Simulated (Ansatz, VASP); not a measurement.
# Cross-check of Si64Ge7 (amorphous Si0.9Ge0.1) between VASP and Ansatz

Wanted: the spread between two codes on one cell, functional and k mesh. The structure shown is the start of the Ansatz relaxation below; VASP solves that cell, so the two are compared at the walk's first step.

Method: plane waves, with VASP 6.6.1 beside it; single point at PBE, in Ansatz 0.2.0.

### Step 1. The starting structure

The cell holds 71 atoms: 64 Si and 7 Ge. Cell: a = 11.462 Å, b = 11.462 Å, c = 11.462 Å, α = 90.0°, β = 90.0°, γ = 90.0°. As first built, before any earlier steps moved the atoms (in the runner's words): 71 atoms (64 Si, 7 Ge) placed at random at 2.54 g/cm^3, melted at 3500 K for 10 ps at fixed volume with the Tersoff potential (Tersoff, Phys. Rev. B 39, 5566 (1989)). Quenched from 3500 K to 300 K at 100 K/ps and fixed volume, held 5 ps.

### Step 2. Ansatz: relaxation, PBE

Ansatz runs on its default PAW (the set named soft_2) files.

The two programs are compared at the cell with which this relaxation starts, whose forces are those of its first step.

The input, input.yaml:

```yaml
crystal:
  lattice:
    - [11.4616, 0.0, 0.0]
    - [0.0, 11.4616, 0.0]
    - [0.0, 0.0, 11.4616]
  atoms:
    - { symbol: Si, position: [0.02413, 0.66637, 0.88462] }
    - { symbol: Si, position: [0.488, 0.76185, 0.5122] }
    - { symbol: Si, position: [0.06681, 0.3376, 0.22424] }
    - { symbol: Si, position: [0.59847, 0.56246, 0.91641] }
    - { symbol: Si, position: [0.74813, 0.54738, 0.51892] }
    - { symbol: Si, position: [0.50182, 0.79284, 0.11775] }
    - { symbol: Si, position: [0.58356, 0.97429, 0.04151] }
    - { symbol: Si, position: [0.32502, 0.61986, 0.48732] }
    - { symbol: Si, position: [0.26723, 0.47708, 0.99737] }
    - { symbol: Si, position: [0.48601, 0.50874, 0.26478] }
    - { symbol: Si, position: [0.90057, 0.92195, 0.64656] }
    - { symbol: Si, position: [0.25348, 0.24321, 0.2428] }
    - { symbol: Si, position: [0.19792, 0.09512, 0.08873] }
    - { symbol: Si, position: [0.05341, 0.1305, 0.43326] }
    - { symbol: Si, position: [0.6916, 0.24231, 0.92965] }
    - { symbol: Si, position: [0.8128, 0.83435, 0.17186] }
    - { symbol: Si, position: [0.43303, 0.21406, 0.50356] }
    - { symbol: Si, position: [0.5795, 0.4439, 0.43808] }
    - { symbol: Si, position: [0.1329, 0.93996, 0.41804] }
    - { symbol: Si, position: [0.50971, 0.25565, 0.01926] }
    - { symbol: Si, position: [0.95361, 0.125, 0.61986] }
    - { symbol: Si, position: [0.11538, 0.94209, 0.82281] }
    - { symbol: Si, position: [0.04635, 0.20769, 0.97777] }
    - { symbol: Si, position: [0.85556, 0.16008, 0.04111] }
    - { symbol: Si, position: [0.28996, 0.60323, 0.28233] }
    - { symbol: Si, position: [0.33812, 0.36042, 0.74148] }
    - { symbol: Si, position: [0.79985, 0.9594, 0.00419] }
    - { symbol: Si, position: [0.61146, 0.60331, 0.12818] }
    - { symbol: Si, position: [0.90804, 0.62165, 0.37989] }
    - { symbol: Si, position: [0.31869, 0.92636, 0.31788] }
    - { symbol: Si, position: [0.39949, 0.11684, 0.30732] }
    - { symbol: Si, position: [0.09366, 0.51606, 0.33021] }
    - { symbol: Si, position: [0.40291, 0.42493, 0.54759] }
    - { symbol: Si, position: [0.50974, 0.84914, 0.32957] }
    - { symbol: Si, position: [0.07499, 0.40776, 0.02847] }
    - { symbol: Si, position: [0.46764, 0.09262, 0.66808] }
    - { symbol: Si, position: [0.7593, 0.43876, 0.90052] }
    - { symbol: Si, position: [0.91229, 0.53365, 0.00612] }
    - { symbol: Si, position: [0.08934, 0.15295, 0.78315] }
    - { symbol: Si, position: [0.75948, 0.94806, 0.79657] }
    - { symbol: Si, position: [0.80118, 0.43956, 0.69748] }
    - { symbol: Si, position: [0.72097, 0.13683, 0.32526] }
    - { symbol: Si, position: [0.4397, 0.42503, 0.89832] }
    - { symbol: Si, position: [0.03262, 0.61541, 0.56443] }
    - { symbol: Si, position: [0.56229, 0.12713, 0.1906] }
    - { symbol: Si, position: [0.17421, 0.45536, 0.52194] }
    - { symbol: Si, position: [0.45833, 0.74059, 0.91165] }
    - { symbol: Si, position: [0.38011, 0.07026, 0.97502] }
    - { symbol: Si, position: [0.05592, 0.78681, 0.69039] }
    - { symbol: Si, position: [0.66688, 0.71968, 0.58959] }
    - { symbol: Si, position: [0.28739, 0.7777, 0.17053] }
    - { symbol: Si, position: [0.81574, 0.61433, 0.17835] }
    - { symbol: Si, position: [0.22566, 0.25435, 0.45835] }
    - { symbol: Si, position: [0.11467, 0.90183, 0.15317] }
    - { symbol: Si, position: [0.12996, 0.36173, 0.73074] }
    - { symbol: Si, position: [0.66969, 0.12026, 0.74723] }
    - { symbol: Si, position: [0.22115, 0.80427, 0.56489] }
    - { symbol: Si, position: [0.31216, 0.16279, 0.79408] }
    - { symbol: Si, position: [0.78488, 0.24162, 0.63516] }
    - { symbol: Si, position: [0.64734, 0.24966, 0.47364] }
    - { symbol: Si, position: [0.99266, 0.50774, 0.73119] }
    - { symbol: Si, position: [0.82649, 0.81668, 0.48369] }
    - { symbol: Si, position: [0.98631, 0.83012, 0.30818] }
    - { symbol: Si, position: [0.6553, 0.7524, 0.79731] }
    - { symbol: Ge, position: [0.39022, 0.89566, 0.65502] }
    - { symbol: Ge, position: [0.2324, 0.68851, 0.97519] }
    - { symbol: Ge, position: [0.99556, 0.86913, 0.97766] }
    - { symbol: Ge, position: [0.31004, 0.88157, 0.86225] }
    - { symbol: Ge, position: [0.91511, 0.18644, 0.2588] }
    - { symbol: Ge, position: [0.38195, 0.36698, 0.15006] }
    - { symbol: Ge, position: [0.70972, 0.92377, 0.34] }
kpoints:
  mp_grid: { grid: [1, 1, 1] }
hamiltonian:
  xc: pbe
scf:
  occupations: { method: gaussian, width: 0.025 }
output:
  forces: true
relax:
  f_tol: 0.05
  max_steps: 150
  cell: {}
```

On the command line:

```sh
$ ansatz run input.yaml --threads 4 --pin off --max-ram 8192MiB --backend cpu --events-out ev --progress --plain --runs-dir out
```

Numbers of over 12 decimals in the logs are rounded to 6 here.

The program printed:

```text
Engine: ansatz 0.2.0, aarch64-unknown-linux-gnu
Pseudopotentials: kind: paw
Pseudopotential: Si, paw, valence charge 4, recommended cutoff 420 eV (normal), Si.paw.azcp
Pseudopotential: Ge, paw, valence charge 14, recommended cutoff 420 eV (normal), Ge.paw.azcp
Functional definition: PBE
  parameter kappa = 0.804
  parameter beta = 0.066725
  exchange = pbe_x(kappa = kappa, mu = beta*pi^2/3)
  correlation = pbe_c(beta = beta)
Crystal: 71 atoms, lattice volume = 1505.691 Å³
Basis set: ecut = 420 eV, 29423 PW (Γ), exchange–correlation on 160×160×160 points (8 copies of the dense FFT grid, shifted against one another)
Bands: 248, of which v1, the nominal top of the filled ones, is band 177 counted from 1 (176 counted from 0)
Symmetry: 1 space group operations
Space group: P1 (ITA 1), of the structure as read, at distance tolerance 1.1e-4 Å
k-points: 1
Non-local potential: Si, projectors of the file, l = 0: 2, l = 1: 2, l = 2: 2
Non-local potential: Ge, projectors of the file, l = 0: 2, l = 1: 2, l = 2: 3, l = 3: 1
PAW form: soft (Blöchl's): semilocal exchange-correlation on the pseudo side does not see the compensation charge
PAW one-centre angular grid: Si, 110 points (default); XC on 64 Gauss nodes
PAW one-centre angular grid: Ge, 590 points (default); XC on 64 Gauss nodes
Initial density: superposition of atomic densities (neutral atoms: chi_scale 0, normalization atom), corrected by the library's trained network
Initial wavefunctions: pseudopotential atomic-orbital guess
Functional: x = pbe(κ = 0.804, μ = 0.219515), c = pbe(β = 0.066725)
SCF iter   1: F=—  HF=-70727.900466 eV  |F-HF|=—  |Δ(HF+E_count)|=         —  Δρ=4.95e-3  dr2=1.17e0  ethr=1.77e-3  ⟨swp⟩=6.0  Hψ=1089  notcnv=0  defer=28
preconditioner: auto → LDOS  [insulator: Δε(μ)=0.075 eV  Ē_g=7.316 eV  σ=0.025 eV  W_gap=0.97  n_scr=250 (ndim 8)  ℏωp=16.1 eV  f_vac=0.011  D(μ)=9.75/eV (n_scr^D=26)  ε∞_Penn≈5.9  β→1.0]
SCF iter   2: F=—  HF=-70727.786909 eV  |F-HF|=—  |Δ(HF+E_count)|=   1.14e-1  Δρ=2.80e-3  dr2=5.50e-1  ethr=3.30e-4  ⟨swp⟩=4.0  Hψ=437  notcnv=0  defer=65
SCF iter   3: F=—  HF=-70727.712332 eV  |F-HF|=—  |Δ(HF+E_count)|=   7.46e-2  Δρ=7.71e-4  dr2=3.04e-2  ethr=1.55e-4  ⟨swp⟩=3.0  Hψ=283  notcnv=0  defer=65
SCF iter   4: F=—  HF=-70727.709593 eV  |F-HF|=—  |Δ(HF+E_count)|=   2.74e-3  Δρ=2.50e-4  dr2=2.80e-3  ethr=8.57e-6  ⟨swp⟩=2.0  Hψ=308  notcnv=0  defer=65
SCF iter   5: F=—  HF=-70727.709453 eV  |F-HF|=—  |Δ(HF+E_count)|=   1.40e-4  Δρ=1.05e-4  dr2=4.48e-4  ethr=7.90e-7  ⟨swp⟩=2.0  Hψ=311  notcnv=0  defer=65
SCF iter   6: F=—  HF=-70727.709384 eV  |F-HF|=—  |Δ(HF+E_count)|=   6.91e-5  Δρ=4.48e-5  dr2=9.67e-5  ethr=1.27e-7  ⟨swp⟩=2.0  Hψ=355  notcnv=0  defer=65
SCF iter   7: F=—  HF=-70727.709346 eV  |F-HF|=—  |Δ(HF+E_count)|=   3.74e-5  Δρ=2.00e-5  dr2=1.63e-5  ethr=2.73e-8  ⟨swp⟩=2.0  Hψ=425  notcnv=0  defer=65
SCF iter   8: F=—  HF=-70727.709345 eV  |F-HF|=—  |Δ(HF+E_count)|=   1.65e-6  Δρ=8.33e-6  dr2=2.83e-6  ethr=4.59e-9  ⟨swp⟩=2.0  Hψ=361  notcnv=0  defer=65
SCF iter   9: F=—  HF=-70727.709344 eV  |F-HF|=—  |Δ(HF+E_count)|=   1.64e-7  Δρ=3.36e-6  dr2=5.05e-7  ethr=8.00e-10  ⟨swp⟩=2.0  Hψ=360  notcnv=0  defer=65
SCF iter  10: F=—  HF=-70727.709344 eV  |F-HF|=—  |Δ(HF+E_count)|=   3.62e-8  Δρ=1.57e-6  dr2=1.05e-7  ethr=2.82e-11  ⟨swp⟩=4.0  Hψ=735  notcnv=0
SCF iter  11: F=-70727.709344 eV  HF=-70727.709344 eV  |F-HF|=2.06e-8  |Δ(HF+E_count)|=   6.75e-9  Δρ=7.76e-7  dr2=2.79e-8  ethr=2.82e-11  ⟨swp⟩=4.0  Hψ=603  notcnv=0
SCF 1 converged in 11 iterations: F = -70727.709344 eV  dr2 = 2.79e-8
  greatest PAW one-centre occupation: 0.998 electrons in one spin orbital (limit 2), on the Ge atom at site 69 (counted from 0), in its partial waves of l = 2
relax step   1: F+E_penalty+E_count = -70727.70934436 eV  Δ(F+E_penalty+E_count) = +0.000e0 eV  max|allowed force component| = 1.636e0 eV/Å  Δτ_max = 0.0000 Å  P = -1.484 GPa  Ω = 1505.691 Å³  (11 SCF iters, dr2 threshold 1.00e-7 eV, accepted)
Crystal: 71 atoms, lattice volume = 1477.295 Å³
Basis set: ecut = 420 eV, 28833 PW (Γ), exchange–correlation on 160×160×160 points (8 copies of the dense FFT grid, shifted against one another)
Initial density: handed on by an earlier stage of this run
Initial wavefunctions: those handed on with the density
iter 1 solved again at ethr=3.11e-4 eV; its pass at ethr=3.10e-3 eV (dr2=1.10e0 eV) is discarded
SCF iter   1: F=—  HF=-70730.973796 eV  |F-HF|=—  |Δ(HF+E_count)|=         —  Δρ=7.23e-3  dr2=1.12e0  ethr=3.11e-4  ⟨swp⟩=6.0  Hψ=1184  notcnv=0
preconditioner: auto → LDOS  [metal: Δε(μ)=0.020 eV  Ē_g=7.416 eV  σ=0.025 eV  W_gap=0.43  n_scr=250 (ndim 8)  ℏωp=16.3 eV  f_vac=0.013  D(μ)=76.79/eV (n_scr^D=734)  β→1.0]
SCF iter   2: F=—  HF=-70730.853626 eV  |F-HF|=—  |Δ(HF+E_count)|=   1.20e-1  Δρ=2.55e-3  dr2=2.07e-1  ethr=3.11e-4  ⟨swp⟩=5.0  Hψ=480  notcnv=0
[...]
atom  29  Si     0.01841643    -0.01281538     0.00400775
  atom  30  Si    -0.00760066     0.00166838    -0.01425636
  atom  31  Si     0.01273721    -0.01015744    -0.01892502
  atom  32  Si    -0.03576950     0.04197796    -0.00840611
  atom  33  Si     0.00264469     0.00017941     0.00145816
  atom  34  Si    -0.00381647    -0.01710561     0.02822554
  atom  35  Si    -0.00268118     0.00183441    -0.01261608
  atom  36  Si     0.01830985    -0.01159651    -0.00452365
  atom  37  Si     0.00251549    -0.00871791    -0.00042146
  atom  38  Si    -0.01394031     0.01987787     0.00510760
  atom  39  Si    -0.00618320     0.01035158    -0.01492328
  atom  40  Si     0.00372959    -0.00250320     0.00256308
  atom  41  Si    -0.00338394     0.00146541    -0.00034255
  atom  42  Si     0.00624315    -0.00790427     0.00013720
  atom  43  Si    -0.01052349     0.01460862    -0.02421366
  atom  44  Si    -0.00275574    -0.00460536     0.03522350
  atom  45  Si    -0.00420169    -0.01072540    -0.00105447
  atom  46  Si    -0.00219783     0.00329431    -0.00346766
  atom  47  Si    -0.00080411    -0.02636717     0.01303558
  atom  48  Si    -0.01321571     0.01237709     0.00282056
  atom  49  Si    -0.02211214    -0.03990006     0.00253424
  atom  50  Si     0.00167120     0.00175369    -0.00685298
  atom  51  Si     0.01435433    -0.00079820     0.01396175
  atom  52  Si     0.01552056    -0.00789039     0.00560430
[...]
atom  64  Si     0.00228303    -0.00206161     0.00961096
  atom  65  Ge     0.01539096     0.00439162    -0.01012545
  atom  66  Ge     0.02186854    -0.00283592    -0.01336752
  atom  67  Ge    -0.01438692     0.00342893    -0.00123574
  atom  68  Ge    -0.01524163     0.01195404    -0.00041712
  atom  69  Ge     0.00179227     0.00187340     0.00551728
  atom  70  Ge     0.02404548     0.00303403    -0.00392449
  atom  71  Ge    -0.01328379    -0.00508386     0.00368201
  max |Σ_I F_I| component: 4.04e-6 eV/Å
--- Stress (GPa, compression-positive) ---
       -0.020403       0.005356      -0.010768
        0.005356       0.016574      -0.020769
       -0.010768      -0.020769       0.017779
  P = ⅓ Tr σ = 0.0046 GPa (0.046 kbar)
--- Relaxed structure (24 steps of the walk, 23 accepted, 1 SCFs on fresh bases) ---
  F+E_penalty+E_count = -70736.04847876 eV   max|allowed force component| = 4.198e-2 eV/Å   (the final SCF, on the basis selected at the relaxed cell)
  cell:  # Å, volume = 1475.3762 Å³
    - [10.658186, 0.00788228, -0.096279]
    - [0.00788228, 11.841639, -0.023919]
    - [-0.096279, -0.023919, 11.690738]
  atoms:
    - { symbol: Si, position: [0.033628, 0.639025, 0.864568] }
    - { symbol: Si, position: [0.469948, 0.675560, 0.431862] }
    - { symbol: Si, position: [0.027053, 0.344237, 0.234560] }
    - { symbol: Si, position: [0.568519, 0.545210, 0.948384] }
    - { symbol: Si, position: [0.757056, 0.532105, 0.549288] }
    - { symbol: Si, position: [0.492240, 0.790023, 0.110245] }
    - { symbol: Si, position: [0.547864, 0.983859, 0.068891] }
    - { symbol: Si, position: [0.252902, 0.695350, 0.465525] }
    - { symbol: Si, position: [0.242073, 0.485394, 1.040824] }
    - { symbol: Si, position: [0.515900, 0.526405, 0.296009] }
    - { symbol: Si, position: [0.880754, 0.910639, 0.651989] }
    - { symbol: Si, position: [0.226192, 0.254338, 0.239995] }
    - { symbol: Si, position: [0.201086, 0.116813, 0.080995] }
    - { symbol: Si, position: [0.030344, 0.111143, 0.422763] }
    - { symbol: Si, position: [0.692696, 0.253521, 0.946444] }
    - { symbol: Si, position: [0.831563, 0.836165, 0.174266] }
    - { symbol: Si, position: [0.461665, 0.205915, 0.515306] }
    - { symbol: Si, position: [0.614824, 0.423145, 0.443800] }
    - { symbol: Si, position: [0.124462, 0.934341, 0.433695] }
    - { symbol: Si, position: [0.502144, 0.273264, 0.051576] }
    - { symbol: Si, position: [0.960209, 0.095064, 0.614607] }
    - { symbol: Si, position: [0.159342, 0.941788, 0.824550] }
    - { symbol: Si, position: [0.048183, 0.201323, 0.953477] }
    - { symbol: Si, position: [0.856724, 0.140542, 0.030962] }
[...]
- { symbol: Si, position: [0.221530, 0.852161, 0.592396] }
    - { symbol: Si, position: [0.328989, 0.174064, 0.793421] }
    - { symbol: Si, position: [0.799186, 0.226710, 0.648737] }
    - { symbol: Si, position: [0.679802, 0.236418, 0.478604] }
    - { symbol: Si, position: [1.037169, 0.499810, 0.718662] }
    - { symbol: Si, position: [0.794822, 0.806146, 0.493680] }
    - { symbol: Si, position: [1.027515, 0.841296, 0.276227] }
    - { symbol: Si, position: [0.565410, 0.802233, 0.735761] }
    - { symbol: Ge, position: [0.447047, 0.906277, 0.582055] }
    - { symbol: Ge, position: [0.253250, 0.661645, 0.929240] }
    - { symbol: Ge, position: [1.085803, 0.826623, 0.987260] }
    - { symbol: Ge, position: [0.390995, 0.931589, 0.830286] }
    - { symbol: Ge, position: [0.909089, 0.168301, 0.240123] }
    - { symbol: Ge, position: [0.365925, 0.408865, 0.195738] }
    - { symbol: Ge, position: [0.706688, 0.913513, 0.337276] }
```

Reading the cycles: dr2 is the Hartree energy of the density residual (eV), the measure of convergence; HF is the Harris–Foulkes estimate of the energy, which meets the free energy F at convergence.

(Part 1 of 2 ends here.)

[Lines on the potential files, build, host, timing and source positions are cut from VASP's logs without a mark.]

[Logs are printed without paths, hosts, clocks, repeated set-up lines and the standing remarks that a program may print on its own settings, such as how far it seeks lower states.]

[Hosts, paths, dates, database ids (printed as entryN), source tags and the programs' standing remarks are cut or masked in the printed files.]
